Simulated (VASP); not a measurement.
Output of a VASP run:

### OSZICAR
```
       N       E                     dE             d eps       ncg     rms          rms(c)
DAV:   1     0.145185339757E+02    0.14519E+02   -0.39844E+03   560   0.895E+02
DAV:   2    -0.116056328589E+02   -0.26124E+02   -0.25488E+02   848   0.108E+02
DAV:   3    -0.120421411696E+02   -0.43651E+00   -0.43651E+00   680   0.186E+01
DAV:   4    -0.120427336475E+02   -0.59248E-03   -0.59248E-03   792   0.769E-01
DAV:   5    -0.120427338733E+02   -0.22588E-06   -0.22588E-06   664   0.116E-02    0.492E+00
DAV:   6    -0.114718216911E+02    0.57091E+00   -0.18354E+00   576   0.701E+00    0.244E+00
DAV:   7    -0.114132573996E+02    0.58564E-01   -0.20634E-01   784   0.274E+00    0.954E-01
DAV:   8    -0.114063513297E+02    0.69061E-02   -0.21651E-02   616   0.103E+00    0.117E-01
DAV:   9    -0.114066759986E+02   -0.32467E-03   -0.60283E-04   696   0.199E-01    0.668E-02
DAV:  10    -0.114068594032E+02   -0.18340E-03   -0.29311E-04   672   0.126E-01    0.163E-02
DAV:  11    -0.114068652207E+02   -0.58176E-05   -0.11618E-05   824   0.269E-02    0.139E-02
DAV:  12    -0.114068648116E+02    0.40912E-06   -0.24471E-06   576   0.110E-02
   1 F= -.12065429E+02 E0= -.12065429E+02  d E =-.120654E+02
       N       E                     dE             d eps       ncg     rms          rms(c)
DAV:   1    -0.114019483644E+02    0.49169E-02   -0.22498E-02   656   0.115E+00    0.147E-01
DAV:   2    -0.114014292045E+02    0.51916E-03   -0.85926E-04   584   0.182E-01    0.716E-02
DAV:   3    -0.114012688427E+02    0.16036E-03   -0.35634E-04   616   0.106E-01    0.243E-02
DAV:   4    -0.114012588673E+02    0.99754E-05   -0.21110E-05   704   0.305E-02    0.134E-02
DAV:   5    -0.114012586618E+02    0.20544E-06   -0.14622E-06   392   0.840E-03
   2 F= -.12065587E+02 E0= -.12065587E+02  d E =-.158227E-03
       N       E                     dE             d eps       ncg     rms          rms(c)
DAV:   1    -0.114038998595E+02   -0.26410E-02   -0.37387E-03   656   0.468E-01    0.599E-02
DAV:   2    -0.114038102450E+02    0.89615E-04   -0.14538E-04   584   0.746E-02    0.292E-02
DAV:   3    -0.114037802862E+02    0.29959E-04   -0.59411E-05   616   0.431E-02    0.976E-03
DAV:   4    -0.114037776465E+02    0.26396E-05   -0.35823E-06   688   0.126E-02    0.543E-03
DAV:   5    -0.114037773442E+02    0.30233E-06   -0.23759E-07   288   0.341E-03
   3 F= -.12065741E+02 E0= -.12065741E+02  d E =-.311719E-03
```

### OUTCAR
```
------------------------ aborting loop because EDIFF is reached ----------------------------------------
 Edisp (eV)   -0.66196
  FORCE on cell =-STRESS in cart. coord.  units (eV):
  Direction    XX          YY          ZZ          XY          YZ          ZX
  --------------------------------------------------------------------------------------
  Total       0.00147     0.00147     0.00147     0.00000     0.00000     0.00000
  in kB       0.08667     0.08667     0.08667     0.00000     0.00000     0.00000
  external pressure =        0.09 kB  Pullay stress =        0.00 kB
  volume of cell :       27.16
      direct lattice vectors                 reciprocal lattice vectors
     0.000000000  2.385896846  2.385896846    -0.209564802  0.209564802  0.209564802
     2.385896846 -0.000000000  2.385896846     0.209564802 -0.209564802  0.209564802
     2.385896846  2.385896846  0.000000000     0.209564802  0.209564802 -0.209564802
  FREE ENERGIE OF THE ION-ELECTRON SYSTEM (eV)
  ---------------------------------------------------
  free  energy   TOTEN  =       -12.0657408706 eV

  energy  without entropy=      -12.0657408706  energy(sigma->0) =      -12.06574087

 reached required accuracy - stopping structural energy minimisation
```
(Selected blocks of OUTCAR.)

### POSCAR
```
BAs
1
    0.0000000000     2.3900000000     2.3900000000
    2.3900000000     0.0000000000     2.3900000000
    2.3900000000     2.3900000000     0.0000000000
B As
1 1
Direct
  0.0000000000   0.0000000000   0.0000000000
  0.2500000000   0.2500000000   0.2500000000
```

Problem. Write an INCAR and KPOINTS that could have produced this output.

Solution. This is not unique; one that fits is the input of the run itself, PBE GGA with D3 dispersion (Becke-Johnson damping), plane waves, VASP's PBE PAW potentials (set 64).

**INCAR**
```
! general
SYSTEM =BAs
PREC   =Accurate
ENCUT  =520
LREAL  =.FALSE.   ! projection in real space or not
LASPH  =.TRUE.   ! aspherical one-centre terms

! electronic loop
EDIFF  =1E-6   ! SCF stop (eV)
NELM   =100
ALGO   =Normal
LMAXMIX=4   ! l cut-off of mixed one-centre charges

! smearing
ISMEAR =0   ! Gaussian
SIGMA  =0.05   ! width (eV)

! functional
GGA    =PE   ! PBE
IVDW   =12

! ions
IBRION =2
NSW    =60
ISIF   =3   ! ions, shape and volume
EDIFFG =-0.01   ! ionic stop

! output
LWAVE  =.FALSE.
LCHARG =.FALSE.
```

### KPOINTS
```
Automatic mesh
0
Gamma
9 9 9
0 0 0
```

POTCAR, in this order: B As (PBE.64 set). Program: vasp_std.

The compound is BAs in the zinc blende structure. This run relaxes it. Symmetry was kept, so distortions that lower it aren't found.
